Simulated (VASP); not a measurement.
Here is the system:

```yaml
crystal:
  lattice:
    - [3.93862, 0.00000, 0.00000]
    - [0.00000, 3.93862, 0.00000]
    - [0.00000, 0.00000, 3.93862]
  atoms:
    - { symbol: Ba, position: [0.00000, 0.00000, 0.00000] }
    - { symbol: Ti, position: [0.50000, 0.50000, 0.50000] }
    - { symbol: O, position: [0.50000, 0.00000, 0.50000] }
    - { symbol: O, position: [0.00000, 0.50000, 0.50000] }
    - { symbol: O, position: [0.50000, 0.50000, 0.00000] }
```

Level of theory: optB88-vdW, VASP's PBE PAW potentials (set 64) (plane waves; VASP 6.6.1). Numerical set-up: 520 eV cut-off, 6×6×6 Γ-centred mesh, Gaussian smearing of 0.050 eV, potentials Ba_sv Ti_sv O.

Question: Give the stress tensor in GPa (positive for a compressed cell).

Answer: 
```
12.17   0.00   0.00
 0.00  12.17   0.00
 0.00   0.00  12.17
```
The pressure is its mean diagonal, 12.17 GPa.

The compound is BaTiO3 in the cubic perovskite structure, the ideal cubic form; the compound distorts at low or room temperature. This cell is one point of a volume scan, at 0.94 of the reference volume.
